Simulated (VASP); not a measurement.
VASP ran on this input.

**KPOINTS**
```
kpoints
0
gamma
  8 8 2
```

INCAR:
```
! general
SYSTEM  = MoS2
PREC    = Accurate
ENCUT   = 500
LREAL   = .False.
LASPH   = .True.

! electronic loop
EDIFF   = 1E-6
NELM    = 100
ALGO    = Normal
LMAXMIX = 4

! smearing
ISMEAR  = 0
SIGMA   = 0.05

! functional
GGA     = PE

! ions
IBRION  = 2
NSW     = 40
ISIF    = 3
EDIFFG  = -0.02
PSTRESS = 300

! output
LWAVE   = .False.
LCHARG  = .False.
```

**POSCAR**
```
MoS2
1
    1.5221943978    -2.6365162840     0.0000000000
    1.5221943978     2.6365162840     0.0000000000
    0.0000000000     0.0000000000    11.1209995775
Mo S
2 4
Direct
  0.3333330000   0.6666670000   0.2500000000
  0.6666670000   0.3333330000   0.7500000000
  0.3333330000   0.6666670000   0.8915129965
  0.6666670000   0.3333330000   0.3915129965
  0.6666670000   0.3333330000   0.1084870035
  0.3333330000   0.6666670000   0.6084870035
```

POTCAR, in this order: Mo_sv S (PBE.64 set). Program: vasp_std.

Q: Write an equivalent input for Quantum ESPRESSO's pw.x.

A: One equivalent input (not run):
```
&CONTROL
  calculation = 'vc-relax'
  pseudo_dir = './pseudo'
  outdir = './out'
  tprnfor = .true.
  tstress = .true.
  nstep = 40
  forc_conv_thr = 0.00078
/
&SYSTEM
  ibrav = 0
  nat = 6
  ntyp = 2
  ecutwfc = 80
  occupations = 'smearing'
  smearing = 'gaussian'
  degauss = 0.003675
  input_dft = 'pbe'
/
&ELECTRONS
  conv_thr = 7.3e-08
  electron_maxstep = 100
/
&IONS
/
&CELL
  press = 300
/
ATOMIC_SPECIES
  Mo 95.950 Mo.upf
  S 32.060 S.upf
CELL_PARAMETERS angstrom
     1.5221944   -2.6365163    0.0000000
     1.5221944    2.6365163    0.0000000
     0.0000000    0.0000000   11.1209996
ATOMIC_POSITIONS crystal
  Mo   0.3333330  0.6666670  0.2500000
  Mo   0.6666670  0.3333330  0.7500000
  S    0.3333330  0.6666670  0.8915130
  S    0.6666670  0.3333330  0.3915130
  S    0.6666670  0.3333330  0.1084870
  S    0.3333330  0.6666670  0.6084870
K_POINTS automatic
  8 8 2 0 0 0
```
What does not carry over: the potentials are each code's own (VASP's PAW set, PseudoDojo norm-conserving files in pw.x), so ENCUT and ecutwfc are chosen apart and not converted; conv_thr bounds pw.x's estimated SCF error, while EDIFF bounds the energy change between steps; forc_conv_thr acts on force components and is met together with etot_conv_thr.

The compound is MoS2 in the 2H layered structure. This run relaxes it under an external pressure of 30 GPa. Symmetry was kept, so distortions that lower it aren't found.
